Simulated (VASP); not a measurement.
Level of theory: r2SCAN meta-GGA, VASP's PBE PAW potentials (set 64) (plane waves; VASP).

The input files of a VASP run:

**INCAR**
```
! general
SYSTEM   =  Be
PREC     =  Accurate
ENCUT    =  400
LREAL    =  F
LASPH    =  T

! electronic loop
EDIFF    =  1E-6
NELM     =  100
ALGO     =  Normal
LMIXTAU  =  T

! smearing
ISMEAR   =  1
SIGMA    =  0.1

! functional
METAGGA  =  R2SCAN

! ions
IBRION   =  2
NSW      =  60
ISIF     =  3
EDIFFG   =  -0.01

! output
LWAVE    =  F
LCHARG   =  F
```

File POSCAR:
```
Be
1
   -1.2506976424     1.2506976424     1.2506976424
    1.2506976424    -1.2506976424     1.2506976424
    1.2506976424     1.2506976424    -1.2506976424
Be
1
Direct
  0.0000000000   0.0000000000   0.0000000000
```

KPOINTS:
```
Automatic
0
G
 18 18 18
0 0 0
```

POTCAR, in this order: Be (PBE.64 set). Program: vasp_std.

The resulting files:

File OSZICAR:
```
       N       E                     dE             d eps       ncg     rms          rms(c)
DAV:   1    -0.309021744022E+01   -0.30902E+01   -0.10768E+03  2085   0.281E+02
DAV:   2    -0.436655777725E+01   -0.12763E+01   -0.12487E+01  2700   0.316E+01
DAV:   3    -0.437061413840E+01   -0.40564E-02   -0.40552E-02  2415   0.141E+00
DAV:   4    -0.437061492838E+01   -0.78998E-06   -0.78951E-06  2950   0.221E-02
DAV:   5    -0.437061492772E+01    0.66209E-09   -0.78508E-10  2405   0.123E-04    0.854E-01
DAV:   6    -0.423400992328E+01    0.13661E+00   -0.65263E-02  2050   0.202E+00    0.518E-01
DAV:   7    -0.426171654610E+01   -0.27707E-01   -0.27795E-02  2045   0.120E+00    0.215E-01
DAV:   8    -0.424120724791E+01    0.20509E-01   -0.94578E-03  2035   0.717E-01    0.157E-02
DAV:   9    -0.424082203567E+01    0.38521E-03   -0.39206E-05  2635   0.503E-02    0.626E-03
DAV:  10    -0.424087311530E+01   -0.51080E-04   -0.16567E-05  2180   0.373E-02    0.328E-03
DAV:  11    -0.424083174315E+01    0.41372E-04   -0.99895E-06  2295   0.213E-02    0.112E-04
DAV:  12    -0.424083140588E+01    0.33727E-06   -0.11344E-08  1425   0.118E-03
   1 F= -.42408314E+01 E0= -.42407353E+01  d E =-.424083E+01
```

**OUTCAR**
```
------------------------ aborting loop because EDIFF is reached ----------------------------------------
  FORCE on cell =-STRESS in cart. coord.  units (eV):
  Direction    XX          YY          ZZ          XY          YZ          ZX
  --------------------------------------------------------------------------------------
  Total       -0.0016747     -0.0016747     -0.0016747     -0.0000000      0.0000000      0.0000000
  in kB       -0.3428745     -0.3428745     -0.3428745     -0.0000000      0.0000000      0.0000000
  external PRESSURE =      -0.3428745 kB  Pullay stress =       0.0000000 kB
  volume of cell :        7.83
      direct lattice vectors                 reciprocal lattice vectors
    -1.250697642  1.250697642  1.250697642     0.000000000  0.399776879  0.399776879
     1.250697642 -1.250697642  1.250697642     0.399776879  0.000000000  0.399776879
     1.250697642  1.250697642 -1.250697642     0.399776879  0.399776879  0.000000000
 POSITION                                       TOTAL-FORCE (eV/Angst)
 -----------------------------------------------------------------------------------
      0.00000      0.00000      0.00000        -0.000000     -0.000000      0.000000
 -----------------------------------------------------------------------------------
    total drift:                               -0.000000      0.000000      0.000000
  FREE ENERGIE OF THE ION-ELECTRON SYSTEM (eV)
  ---------------------------------------------------
  free  energy   TOTEN  =        -4.2408314059 eV

  energy  without entropy=       -4.2405430341  energy(sigma->0) =       -4.24073528

 reached required accuracy - stopping structural energy minimisation
```
(Selected blocks of OUTCAR.)

The structure was generated: Be was put into the bcc type (Im-3m), which need not be its known phase. It was relaxed first. The start is the result of an earlier pass.
